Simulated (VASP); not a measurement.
OSZICAR of a VASP run on Na (bcc):

**OSZICAR**
```
       N       E                     dE             d eps       ncg     rms          rms(c)
DAV:   1     0.189365584857E+02    0.18937E+02   -0.37503E+03  1022   0.775E+02
DAV:   2    -0.906448236955E+00   -0.19843E+02   -0.19834E+02  1057   0.136E+02
DAV:   3    -0.130470729859E+01   -0.39826E+00   -0.39824E+00  1372   0.279E+01
DAV:   4    -0.130787208947E+01   -0.31648E-02   -0.31648E-02  1190   0.206E+00
DAV:   5    -0.130792335600E+01   -0.51267E-04   -0.51266E-04  1337   0.237E-01    0.203E-01
DAV:   6    -0.130759756790E+01    0.32579E-03   -0.54869E-04  1176   0.375E-01    0.137E-01
DAV:   7    -0.130738209462E+01    0.21547E-03   -0.11279E-03  1134   0.450E-01    0.158E-02
DAV:   8    -0.130737391018E+01    0.81844E-05   -0.50640E-05  1267   0.160E-01    0.228E-03
DAV:   9    -0.130737419788E+01   -0.28770E-06   -0.19775E-07  1134   0.584E-03    0.105E-03
DAV:  10    -0.130737422010E+01   -0.22219E-07   -0.58312E-08  1064   0.265E-03
   1 F= -.13073742E+01 E0= -.13071093E+01  d E =-.794794E-03
```

### Question
Which electronic solver shows in the log?

### Answer
It is blocked Davidson (ALGO = Normal, or the opening steps of other solvers). The INCAR had ALGO = Normal.

### Question
Can the final energy be trusted as converged?

### Answer
The calculation finished and met its thresholds. It stopped with EDIFF = 1E-7, NELM = 100 (PBE GGA, plane waves, VASP's PBE PAW potentials (set 64)).

The compound is Na in the bcc structure. This cell was strained or had an atom moved on purpose.
